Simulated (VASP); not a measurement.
Here is the system:

```
CELL_PARAMETERS angstrom
     -3.07300     3.07300     1.67666
      3.07300    -3.07300     1.67666
      3.07300     3.07300    -1.67666
ATOMIC_POSITIONS crystal
  Tm 0.75000 0.25000 0.50000
  Tm 0.00000 0.00000 0.00000
```

Computed with PBEsol GGA, VASP's PBE PAW potentials (set 64) (plane waves; VASP). Settings: 400 eV cut-off, 11×11×11 Γ-centred mesh, first-order Methfessel-Paxton smearing of 0.10 eV, potentials Tm_3.

The 4f electrons are frozen in the core of the lanthanide potential, so 4f levels, which can set the real gap, and their magnetism are missing. Energy and stress use the plane-wave basis of the starting cell.

**Question.** The ions, cell shape and volume are relaxed. Predict the relaxed structure.

**Answer.** 
```
CELL_PARAMETERS angstrom
     -2.99262     2.99262     1.62615
      2.99262    -2.99262     1.62615
      2.99262     2.99262    -1.62615
ATOMIC_POSITIONS crystal
  Tm 0.75000 0.25000 0.50000
  Tm 0.00000 0.00000 0.00000
```
Space group I4_1/amd (141), at a tolerance of 0.03 Å.

**Question.** How do energy and volume change from the first to the last step?

**Answer.** The energy (σ→0) changes by -24.1 meV/atom and the volume by -8.0 %, in 8 ionic steps.

```tsv
step	E(σ→0) (eV)	max force (eV/Å)	pressure (GPa)	volume (Å³)
1	-8.7656	0.000	-2.81	63.33
2	-8.8131	0.000	-0.01	58.38
3	-8.8131	0.000	-0.03	58.42
4	-8.8131	0.000	-0.09	58.52
5	-8.8136	0.000	-0.07	58.43
6	-8.8137	0.000	-0.06	58.38
7	-8.8137	0.000	-0.07	58.37
8	-8.8137	0.000	0.00	58.25
```

The structure was generated: Tm was put into the beta-Sn type (I4_1/amd), which need not be its known phase. This run relaxes it. Symmetry was kept, so distortions that lower it aren't found.
